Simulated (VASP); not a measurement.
Consider the following.

```
HfN
1.0
    0.00000     2.24683     2.24683
    2.24683     0.00000     2.24683
    2.24683     2.24683     0.00000
Hf N
1 1
Direct
  0.00000   0.00000   0.00000
  0.50000   0.50000   0.50000
```

Level of theory: SCAN meta-GGA, VASP's PBE PAW potentials (set 64) (plane waves; VASP 6.6.1). Run with 520 eV cut-off, 16×16×16 Γ-centred mesh, tetrahedra with Blöchl corrections, potentials Hf_pv N.

Q: Give the energies of bands 5 to 10 at the high-symmetry points, in eV from the Fermi level.

A: 
| band | Γ | X | U | L | W |
|---|---|---|---|---|---|
| 5 | -3.37 | -5.82 | -6.81 | -9.49 | -6.68 |
| 6 | -3.37 | -4.06 | -5.94 | -6.71 | -5.88 |
| 7 | -3.37 | -4.06 | -5.41 | -6.71 | -5.88 |
| 8 | -0.39 | -4.01 | -0.93 | 3.43 | 1.15 |
| 9 | -0.39 | 4.21 | 4.04 | 3.83 | 1.15 |
| 10 | -0.39 | 5.67 | 4.58 | 3.83 | 5.68 |

It has no gap at this level: it comes out as a metal or semimetal.

The compound is HfN in the rock salt structure. It was relaxed first. The electron count is odd and the run is not spin-polarised, which forces a metal.
